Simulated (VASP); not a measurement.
An input for Ansatz (written as the equivalent of a VASP run, and not itself run):

Ansatz 0.2 input:
```yaml
crystal:
  lattice:
    - [1.5060695, -2.6085893, 0.0000000]
    - [1.5060695, 2.6085893, 0.0000000]
    - [0.0000000, 0.0000000, 3.3159627]
  atoms:
    - { symbol: Hf, position: [1.0000000, 1.0000000, 0.0000000] }
    - { symbol: B, position: [0.3333330, 0.6666670, 0.5000000] }
    - { symbol: B, position: [0.6666670, 0.3333330, 0.5000000] }
kpoints:
  mp_grid: { grid: [12, 12, 9] }
hamiltonian:
  xc: pbe
  pseudopotentials: { kind: paw }
scf:
  occupations: { method: methfessel_paxton, width: 0.1 }
  max_iter: 100
relax:
  max_steps: 40
  f_tol: 0.02
  cell: { p_target: 45 }
output: { forces: true, stress: true, eigenvalues: true }
```

### Question
Translate this input to VASP (INCAR, KPOINTS, POSCAR, choice of POTCAR).

### Answer
This is not unique; one that fits is 
**KPOINTS**
```
Automatic
0
Gamma
  12 12 9
0 0 0
```

### INCAR
```
LMAXMIX = 6   # l cut-off of mixed one-centre charges
PREC = Accurate
LCHARG = .FALSE.
SYSTEM = HfB2
NELM = 100   # most electronic steps
ENCUT = 620
GGA = PE
LWAVE = .FALSE.
ISMEAR = 1
ISIF = 3   # ions, shape and volume
LREAL = .FALSE.
EDIFF = 1E-6
IBRION = 2   # conjugate gradients
SIGMA = 0.1   # width (eV)
EDIFFG = -0.02   # ionic stop
NSW = 40   # most ionic steps
ALGO = Normal   # blocked Davidson
PSTRESS = 450   # kbar
LASPH = .TRUE.
```

POSCAR:
```
HfB2
1
    1.5060695113    -2.6085893155     0.0000000000
    1.5060695113     2.6085893155     0.0000000000
    0.0000000000     0.0000000000     3.3159626659
Hf B
1 2
Direct
  1.0000000000   1.0000000000   0.0000000000
  0.3333330000   0.6666670000   0.5000000000
  0.6666670000   0.3333330000   0.5000000000
```

POTCAR, in this order: Hf_pv B (PBE.64 set). Program: vasp_std.

The two are equivalent in intent, not identical: each code has its own PAW files, so the cut-off isn't converted (ENCUT is set for VASP's; basis.ecutwfc is left out, and Ansatz then takes the one that its files recommend); Ansatz stops its SCF on the density residual and VASP on the energy change (EDIFF).

The compound is HfB2 in the AlB2 type structure. This run relaxes it under an external pressure of 45 GPa. Symmetry was kept, so distortions that lower it aren't found.
